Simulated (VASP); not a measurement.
Computed with vdW-DF-cx, VASP's PBE PAW potentials (set 64) (plane waves; VASP).

VASP input:

**KPOINTS**
```
K-points
0
gamma
 7 7 7
0 0 0
```

### INCAR
```
# general
SYSTEM   = CeO2
PREC     = Accurate
ENCUT    = 520   # plane-wave cut-off (eV)
LREAL    = F   # projection in real space or not
LASPH    = T

# electronic loop
EDIFF    = 1E-7   # SCF stop (eV)
NELM     = 100   # most electronic steps
ALGO     = Normal   # blocked Davidson
LMAXMIX  = 6

# smearing
ISMEAR   = 0
SIGMA    = 0.05

# functional
GGA      = CX
LUSE_VDW = T
AGGAC    = 0.0

# ions
ISIF     = 2

# output
LWAVE    = F
LCHARG   = F
```

**POSCAR**
```
CeO2
1
    0.0000000000     2.6803512413     2.6803512413
    2.6803512413     0.0000000000     2.6803512413
    2.6803512413     2.6803512413     0.0000000000
Ce O
1 2
Direct
  0.0000000000   0.0000000000   0.0000000000
  0.2500000000   0.2500000000   0.2500000000
  0.7500000000   0.7500000000   0.7500000000
```

POTCAR, in this order: Ce O (PBE.64 set). Program: vasp_std.

Problem. Estimate the energy per atom (σ→0), pressure.

Solution. 
The energy per atom (σ→0) comes out as -6.896 eV/atom and the pressure is 6.16 GPa.

### OSZICAR
```
...
DAV:  14    -0.206896614807E+02   -0.86455E-04   -0.22470E-03   952   0.321E-01    0.376E-01
DAV:  15    -0.206893221182E+02    0.33936E-03   -0.27355E-03   936   0.526E-01    0.548E-02
DAV:  16    -0.206893357792E+02   -0.13661E-04   -0.84546E-05   936   0.932E-02    0.525E-02
DAV:  17    -0.206893295382E+02    0.62410E-05   -0.28300E-05  1016   0.491E-02    0.199E-02
DAV:  18    -0.206893269220E+02    0.26162E-05   -0.13911E-05  1104   0.338E-02    0.534E-03
DAV:  19    -0.206893265573E+02    0.36471E-06   -0.18355E-06   952   0.128E-02    0.895E-04
DAV:  20    -0.206893265156E+02    0.41741E-07   -0.12724E-07   464   0.393E-03
   1 F= -.20689327E+02 E0= -.20689327E+02  d E =-.682837E-13
```

The compound is CeO2 in the fluorite structure. This cell is one point of a volume scan, at 0.97 of the reference volume. The run is not spin-polarised, so no magnetic state was tried.
